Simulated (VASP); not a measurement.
VASP ran on this input.

INCAR:
```
ENCUT = 500   ! plane-wave cut-off (eV)
NELM = 100   ! most electronic steps
GGA = PS   ! PBEsol
SYSTEM = HgS
ISIF = 3   ! ions, shape and volume
LCHARG = .FALSE.
LREAL = .FALSE.
ALGO = Normal   ! blocked Davidson
LASPH = .TRUE.   ! aspherical one-centre terms
NSW = 40   ! most ionic steps
EDIFF = 1E-6   ! SCF stop (eV)
IBRION = 2   ! conjugate gradients
LWAVE = .FALSE.
ISMEAR = 1
SIGMA = 0.1   ! width (eV)
LMAXMIX = 6
EDIFFG = -0.02   ! ionic stop
PSTRESS = 50
PREC = Accurate
```

### KPOINTS
```
Automatic mesh
0
Gamma
11 11 11
0 0 0
```

File POSCAR:
```
HgS
1.0
  0.0000000000   2.9438959546   2.9438959546
  2.9438959546   0.0000000000   2.9438959546
  2.9438959546   2.9438959546   0.0000000000
Hg S
1 1
Direct
  0.0000000000   0.0000000000   0.0000000000
  0.2500000000   0.2500000000   0.2500000000
```

POTCAR, in this order: Hg S (PBE.64 set). Program: vasp_std.

### Question
Write an equivalent input for Ansatz.

### Answer
One equivalent input (not run):
Ansatz 0.2 input:
```yaml
crystal:
  lattice:
    - [0.0000000, 2.9438960, 2.9438960]
    - [2.9438960, 0.0000000, 2.9438960]
    - [2.9438960, 2.9438960, 0.0000000]
  atoms:
    - { symbol: Hg, position: [0.0000000, 0.0000000, 0.0000000] }
    - { symbol: S, position: [0.2500000, 0.2500000, 0.2500000] }
kpoints:
  mp_grid: { grid: [11, 11, 11] }
hamiltonian:
  xc: pbesol
  pseudopotentials: { kind: paw }
scf:
  occupations: { method: methfessel_paxton, width: 0.1 }
  max_iter: 100
relax:
  max_steps: 40
  f_tol: 0.02
  cell: { p_target: 5 }
output: { forces: true, stress: true, eigenvalues: true }
```
The two are equivalent in intent, not identical: each code has its own PAW files, so the cut-off isn't converted (ENCUT is set for VASP's; basis.ecutwfc is left out, and Ansatz then takes the one that its files recommend); Ansatz stops its SCF on the density residual and VASP on the energy change (EDIFF).

The structure was generated: HgS was put into the zinc blende type (F-43m), which need not be its known phase. This run relaxes it under an external pressure of 5 GPa. Symmetry was kept, so distortions that lower it aren't found.
